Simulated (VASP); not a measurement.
Method: PBE GGA with D3 dispersion (Becke-Johnson damping), VASP's PBE PAW potentials (set 64) (plane waves; VASP 6.6.1).

VASP ran on this input.

**POSCAR**
```
Ni3Si
1.0
  3.3957968601   0.0000000000   0.0000000000
  0.0000000000   3.3957968601   0.0000000000
  0.0000000000   0.0000000000   3.3957968601
Si Ni
1 3
Cart
  0.0000000000   0.0000000000   0.0000000000
  0.0000000000   1.6978984300   1.6978984300
  1.6978984300   0.0000000000   1.6978984300
  1.6978984300   1.6978984300   0.0000000000
```

### INCAR
```
SYSTEM = Ni3Si
LASPH = .TRUE.
LREAL = .FALSE.
ALGO = Normal   # blocked Davidson
SIGMA = 0.1
IVDW = 12   # D3, Becke-Johnson
ISMEAR = 1
LCHARG = .FALSE.
LWAVE = .FALSE.
ENCUT = 520   # plane-wave cut-off (eV)
LMAXMIX = 4
ISIF = 2
PREC = Accurate
GGA = PE   # PBE
NELM = 100   # most electronic steps
EDIFF = 1E-7   # SCF stop (eV)
```

File KPOINTS:
```
kpoints
0
Gamma
 9 9 9
```

POTCAR, in this order: Si Ni (PBE.64 set). Program: vasp_std.

Problem. Estimate the energy per atom (σ→0), dispersion energy, pressure, band gap (on the k-mesh).

Solution. 
```
Quantity                                                    Result
------------------------  ----------------------------------------
energy per atom (σ→0)                               -6.394 eV/atom
dispersion energy                                        -2.182 eV
band gap (on the k-mesh)  none (metal, semimetal or under 0.01 eV)
pressure                                                 16.34 GPa
```

### OSZICAR
```
...
DAV:   9    -0.233956141160E+02    0.16857E-01   -0.30442E-02  2028   0.254E+00    0.574E-01
DAV:  10    -0.233935169007E+02    0.20972E-02   -0.36462E-03  1967   0.489E-01    0.198E-01
DAV:  11    -0.233933151484E+02    0.20175E-03   -0.54382E-04  2279   0.299E-01    0.549E-02
DAV:  12    -0.233932987227E+02    0.16426E-04   -0.79320E-05  1686   0.114E-01    0.147E-02
DAV:  13    -0.233932984396E+02    0.28316E-06   -0.62295E-06  1724   0.189E-02    0.758E-03
DAV:  14    -0.233932975076E+02    0.93200E-06   -0.37960E-07  1547   0.676E-03    0.289E-03
DAV:  15    -0.233932974574E+02    0.50154E-07   -0.13358E-07   925   0.536E-03
   1 F= -.25574867E+02 E0= -.25574990E+02  d E =0.367839E-03
```

The compound is Ni3Si in the L1_2 structure. This cell is one point of a volume scan, at 0.94 of the reference volume. The run is not spin-polarised, so no magnetic state was tried.
